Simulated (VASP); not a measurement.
Consider the following.

```xyz
2
Lattice="0.0000 3.0072 3.0072 3.0072 0.0000 3.0072 3.0072 3.0072 0.0000" Properties=species:S:1:pos:R:3 pbc="T T T"
Sn     3.0072     3.0072     6.0144
Se     3.0072     3.0072     3.0072
```

These are r2SCAN meta-GGA, VASP's PBE PAW potentials (set 64) (plane waves; VASP 6.6.1) values and carry that method's errors. Run with 400 eV cut-off, 9×9×9 Γ-centred mesh, tetrahedra with Blöchl corrections, potentials Sn_d Se.

Unless said otherwise, spin-orbit coupling is left out, though it shifts the bands of the heavy elements here.

Q: Predict the energy per atom (σ→0), band gap (over mesh and band path) with the smallest direct gap where there is one.

A: 
- band gap (over mesh and band path): 0.11 eV
- smallest direct gap (over mesh and band path): 0.11 eV
- energy per atom (σ→0): -19.936 eV/atom

The absolute energy has meaning only against runs of the same code, potentials and settings.

The structure comes from a computed database's SnSe entry (Fm-3m); how it stands against other phases isn't given here. It was relaxed first.
